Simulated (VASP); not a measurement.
```xyz
4
Lattice="4.0741 0.0000 0.0000 -2.0370 3.5282 0.0000 0.0000 0.0000 6.7569" Properties=species:S:1:pos:R:3 pbc="T T T"
Zn     4.0741     0.0000     0.0099
Cd     2.0370     1.1761     3.3277
Se     2.0370     1.1761     0.7357
Se     0.0000     0.0000     4.3594
```

These are LDA (Ceperley-Alder, Perdew-Zunger), VASP's LDA PAW potentials (set 64) (plane waves; VASP) values and carry that method's errors. Numerical set-up: 400 eV cut-off, 7×7×4 Γ-centred mesh, tetrahedra with Blöchl corrections, potentials Zn Cd Se.

The cores are frozen, which limits the accuracy of field gradients.

### Question
Give the principal components of the electric field gradient (V/Å²) and the asymmetry η at each nucleus.

### Answer

| atom | Vxx | Vyy | Vzz | η |
|---|---|---|---|---|
| Zn1 | 3.2 | 3.2 | -6.3 | 0.00 |
| Cd2 | 4.0 | 4.0 | -7.9 | 0.00 |
| Se3 | 8.8 | 8.8 | -17.5 | 0.00 |
| Se4 | -28.2 | -28.2 | 56.4 | 0.00 |

The structure comes from a computed database's ZnCdSe2 entry (P3m1); how it stands against other phases isn't given here. It was relaxed first, which changed the volume by -9 %.
